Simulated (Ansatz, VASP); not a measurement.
# Ru (Ruthenium): VASP beside Ansatz, part 2 of 2

One calculation is typed for both programs; each brings its own data sets. How far apart do they land? The structure shown is the end of the Ansatz relaxation below.

VASP 6.6.1 and Ansatz 0.2.0.

So far. Step 3 (VASP: single point, PBEsol, pair 1): The run ends at a pressure of 6.34 GPa.

## 6. VASP: single point, PBEsol, pair 2

Level of this step: PBEsol; plane waves and PAW (Ru_pv) (VASP).

The same cell, functional, mesh and smearing now go to VASP, with its own data sets.

Input file INCAR:

```
SYSTEM = Ru
PREC = Accurate
ENCUT = 500
EDIFF = 1E-06
NELM = 120
ISMEAR = 1
SIGMA = 0.2
LREAL = .FALSE.
ALGO = Normal
GGA = PS
NBANDS = 20
LASPH = .TRUE.
LORBIT = 11
LWAVE = .FALSE.
LCHARG = .FALSE.
ISIF = 2
GGA_COMPAT = .FALSE.
KPAR = 2
```

Input file POSCAR:

```
Ru
1.0
    2.7041832794      0.0000000000      0.0000000000
   -1.3520916397      2.3418914165      0.0000000000
    0.0000000000      0.0000000000      4.1643098951
Ru
2
Direct
    0.3333333281      0.6666666719      0.2500000000
    0.6666666719      0.3333333281      0.7500000000
```

Input file KPOINTS:

```
Automatic mesh
0
Gamma
18 18 12
0 0 0
```

Potentials, in the order of the species: Ru_pv (PBE family, release 64).

Launch:

```
$ mpirun -np 2 vasp_std
```

Numbers of over 12 decimals in the logs are rounded to 6 here.

Output:

```text
[banner, memory and clock lines left out]
running    2 mpi-ranks, on    1 nodes
[...]
[... a notice as in an earlier step ...]

 LDA part: xc-table for (Slater+PW92), standard interpolation
 POSCAR, INCAR and KPOINTS ok, starting setup
[...]
entering main loop
       N       E                     dE             d eps       ncg     rms          rms(c)
DAV:   1     0.279006675564E+03    0.27901E+03   -0.17369E+04 10368   0.152E+03
DAV:   2    -0.161194735217E+02   -0.29513E+03   -0.28685E+03 10660   0.455E+02
DAV:   3    -0.218448472253E+02   -0.57254E+01   -0.56837E+01 11860   0.708E+01
DAV:   4    -0.218893691829E+02   -0.44522E-01   -0.44493E-01 13548   0.590E+00
[...]
DAV:  10    -0.203214402559E+02    0.20777E-04   -0.20795E-04 11696   0.148E-01    0.260E-02
DAV:  11    -0.203214425024E+02   -0.22466E-05   -0.50172E-06 12060   0.217E-02    0.238E-03
DAV:  12    -0.203214423646E+02    0.13782E-06   -0.44808E-07  7032   0.631E-03
   1 F= -.20321442E+02 E0= -.20321396E+02  d E =-.140411E-03
```

From OUTCAR (step 6):

```text
  Total       -0.0124582     -0.0124582      2.0713197      0.0000000      0.0000000      0.0000000
  in kB       -0.7568679     -0.7568679    125.8379973      0.0000000      0.0000000      0.0000000
  external PRESSURE =      41.4414205 kB  Pullay stress =       0.0000000 kB

 POSITION                                       TOTAL-FORCE (eV/Angst)
 -----------------------------------------------------------------------------------
     -0.00000      1.56126      1.04108        -0.000000      0.000000      0.000000
      1.35209      0.78063      3.12323         0.000000     -0.000000      0.000000
 -----------------------------------------------------------------------------------
    total drift:                               -0.000007      0.000004     -0.000001

  FREE ENERGIE OF THE ION-ELECTRON SYSTEM (eV)
  ---------------------------------------------------
  free  energy   TOTEN  =       -20.3214423646 eV

  energy  without entropy=      -20.3213019537  energy(sigma->0) =      -20.32139556

[... 1 part as in an earlier step ...]

[... 2 further parts left out ...]
[key lines of the parts left out:]
E-fermi :  13.2515
```

The run ends at a pressure of 4.14 GPa.

## 7. Differences

What differs besides the data sets and the points named for the pairs above, as far as they apply: the data sets hold 32 valence electrons in Ansatz (on its PAW soft_1 files) and 28 in VASP. Total energies have different zeros and are not compared.

The two programs side by side:

```csv
quantity,Ansatz,VASP,difference
pressure (GPa),4.23,4.14,+0.09
```

## 8. Ansatz: relaxation, PBEsol

This run makes the geometry at which the two programs are then compared. The cell compared in this pair holds 26.50 Å³, against 26.37 Å³ for the pair before.

The structure compared here is the end of the Ansatz relaxation.

Input file input.yaml:

```yaml
crystal:
  lattice:
    - [2.6904991625, 0.0, 0.0]
    - [-1.3452495812, 2.3300406236, 0.0]
    - [0.0, 0.0, 4.2068028532]
  atoms:
    - { symbol: Ru, position: [0.3333333333, 0.6666666667, 0.25] }
    - { symbol: Ru, position: [0.6666666667, 0.3333333333, 0.75] }
kpoints:
  mp_grid: { grid: [18, 18, 12] }
hamiltonian:
  xc: pbesol
  pseudopotentials: { kind: paw, azcp: { folder: soft_1 }, xc_functional: pbe }
scf:
  occupations: { method: methfessel_paxton, width: 0.2 }
output:
  forces: true
  stress: true
  eigenvalues: true
relax:
  adjacent_minimum: "off"
  f_tol: 0.001
  max_steps: 60
  cell: { stress_tol: 0.01, fix: [c, angles] }
```

Launch:

```
$ ansatz run input.yaml --threads 4 --pin off --max-ram 10240MiB --backend cpu --events-out ev --progress --plain --runs-dir out
```

Output:

```text
[...]
Crystal: 2 atoms, lattice volume = 26.372 Å³
Basis set: ecut = 420 eV, 537 PW (Γ), exchange–correlation on 36×36×60 points (8 copies of the dense FFT grid, shifted against one another)
Bands: 20, of which v1, the nominal top of the filled ones, is band 16 counted from 1 (15 counted from 0)
Symmetry: 8 space group operations
k-points: 637 of 3888
[...]
k-point 636: bands = [... 12 lower, 22.7260, 22.7260, 24.3209, 24.3209, 25.5830, 25.5830, 27.3322, 27.3322]
--- Relaxed structure (5 steps of the walk, 5 accepted, 2 SCFs on fresh bases) ---
[...]
cell:  # Å, volume = 26.5009 Å³
    - [2.697048, -2.893784798625728e-11, 0.0]
    - [-1.348524, 2.335712, 0.0]
    - [0.0, 0.0, 4.2068028532]
  atoms:
    - { symbol: Ru, position: [0.333333, 0.666667, 0.25] }
    - { symbol: Ru, position: [0.666667, 0.333333, 0.75] }
[key lines of the parts left out:]
SCF converged after 4 iterations
Free energy (F): -11633.090504 eV
Fermi energy:    23.888875 eV
P = ⅓ Tr σ = 2.0779 GPa (20.779 kbar)
```

## 9. VASP: single point, PBEsol, pair 3

The same cell, functional, mesh and smearing now go to VASP, with its own data sets.

INCAR is that of step 6.

Input file POSCAR:

```
Ru
1.0
    2.6970479501      0.0000000000      0.0000000000
   -1.3485239750      2.3357120400      0.0000000000
    0.0000000000      0.0000000000      4.2068028532
Ru
2
Direct
    0.3333333314      0.6666666686      0.2500000000
    0.6666666686      0.3333333314      0.7500000000
```

KPOINTS is that of step 6.

Launch:

```
$ mpirun -np 2 vasp_std
```

Output:

```text
[... set-up lines as in an earlier step ...]
 entering main loop
       N       E                     dE             d eps       ncg     rms          rms(c)
DAV:   1     0.279261363385E+03    0.27926E+03   -0.17435E+04 10384   0.152E+03
DAV:   2    -0.161096176914E+02   -0.29537E+03   -0.28701E+03 10692   0.454E+02
DAV:   3    -0.218721897058E+02   -0.57626E+01   -0.57104E+01 11836   0.708E+01
DAV:   4    -0.219168835737E+02   -0.44694E-01   -0.44657E-01 13540   0.587E+00
[...]
DAV:  10    -0.203372534950E+02    0.20117E-04   -0.20513E-04 11712   0.147E-01    0.260E-02
DAV:  11    -0.203372556395E+02   -0.21445E-05   -0.48173E-06 12032   0.210E-02    0.206E-03
DAV:  12    -0.203372555423E+02    0.97258E-07   -0.37291E-07  7032   0.576E-03
   1 F= -.20337256E+02 E0= -.20337365E+02  d E =0.329412E-03
```

OUTCAR, selected parts (step 9):

```text
  Total       -0.0127946     -0.0127946      1.0148774     -0.0000000      0.0000000     -0.0000000
  in kB       -0.7735274     -0.7735274     61.3569874     -0.0000000      0.0000000     -0.0000000
  external PRESSURE =      19.9366442 kB  Pullay stress =       0.0000000 kB

 POSITION                                       TOTAL-FORCE (eV/Angst)
 -----------------------------------------------------------------------------------
     -0.00000      1.55714      1.05170        -0.000000     -0.000000      0.000000
      1.34852      0.77857      3.15510         0.000000      0.000000      0.000000
 -----------------------------------------------------------------------------------
    total drift:                               -0.000002      0.000001     -0.000000

  FREE ENERGIE OF THE ION-ELECTRON SYSTEM (eV)
  ---------------------------------------------------
  free  energy   TOTEN  =       -20.3372555423 eV

  energy  without entropy=      -20.3375849546  energy(sigma->0) =      -20.33736535

[... 1 part as in an earlier step ...]

[... 2 further parts left out ...]
[key lines of the parts left out:]
E-fermi :  13.1562
```

The run ends at a pressure of 1.99 GPa.

## 10. Differences

What differs besides the data sets and the points named for the pairs above, as far as they apply: the data sets hold 32 valence electrons in Ansatz (on its PAW soft_1 files) and 28 in VASP. Total energies have different zeros and are not compared.

Compared:

```csv
quantity,Ansatz,VASP,difference
pressure (GPa),2.08,1.99,+0.08
```

## 11. Summary of results

```yaml
difference_in_pressure_single_point_pbesol_pair_1: 0.091 GPa
difference_in_pressure_single_point_pbesol_pair_2: 0.087 GPa
difference_in_pressure_single_point_pbesol_pair_3: 0.084 GPa
```

The difference in pressure is 0.091 GPa (single point, PBEsol, pair 1), within the 1 GPa picked in this series as the mark of a large difference. The data sets hold unlike numbers of valence electrons (32 in Ansatz and 28 in VASP), so part of the differences comes from the potentials. Such differences can come from data sets, numerical settings and the points named under the comparisons, not from the functional's error against experiment.

[Lines on the potential files, build, host, timing and source positions are cut from VASP's logs without a mark.]

[Logs are printed without paths, hosts, clocks, repeated set-up lines and the standing remarks that a program may print on its own settings, such as how far it seeks lower states.]

[Hosts, paths, dates, database ids (printed as entryN), source tags and the programs' standing remarks are cut or masked in the printed files.]
